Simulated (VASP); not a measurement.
```yaml
crystal:
  lattice:
    - [0.00000, 3.10206, 3.10206]
    - [3.10206, 0.00000, 3.10206]
    - [3.10206, 3.10206, 0.00000]
  atoms:
    - { symbol: K, position: [0.00000, 0.00000, 0.00000] }
    - { symbol: Cl, position: [0.50000, 0.50000, 0.50000] }
```

Calculation: LDA (Ceperley-Alder, Perdew-Zunger), VASP's LDA PAW potentials (set 64) (plane waves; VASP 6.6.1). Settings: 520 eV cut-off, 8×8×8 Γ-centred mesh, Gaussian smearing of 0.050 eV, potentials K_sv Cl.

Question: What does the run give for the energy per atom (σ→0), pressure, band gap (on the k-mesh) with the smallest direct gap where there is one?

Answer: 
```yaml
band gap (on the k-mesh): 4.89 eV
smallest direct gap (on the k-mesh): 4.89 eV
energy per atom (σ→0): -3697 meV/atom
pressure: -1.24 GPa
```

The absolute energy has meaning only against runs of the same code, potentials and settings.

The compound is KCl in the rock salt structure. This cell is one point of a volume scan, at 1.06 of the reference volume.
